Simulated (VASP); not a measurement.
```
CELL_PARAMETERS angstrom
      3.54551     0.00000     0.00000
      0.00000     3.54551     0.00000
      0.00000     0.00000     3.54551
ATOMIC_POSITIONS crystal
  In 0.00000 0.00000 0.00000
  As 0.50000 0.50000 0.50000
```

These are r2SCAN meta-GGA, VASP's PBE PAW potentials (set 64) (plane waves; VASP) values and carry that method's errors. Numerical set-up: 400 eV cut-off, 9×9×9 Γ-centred mesh, first-order Methfessel-Paxton smearing of 0.10 eV, potentials In_d As.

Unless said otherwise, spin-orbit coupling is left out, though it shifts the bands of the heavy elements here.

Predict the energy per atom (σ→0), band gap (on the k-mesh) with the smallest direct gap where there is one.

| Item | Value |
|---|---|
| band gap (on the k-mesh) | none (metal, semimetal or under 0.01 eV) |
| energy per atom (σ→0) | -18.416 eV/atom |

Only differences to runs with the same potentials and settings are physical.

The structure was generated: InAs was put into the CsCl type (Pm-3m), which need not be its known phase. It was relaxed first, which changed the volume by +24 %. The start is the result of an earlier pass.
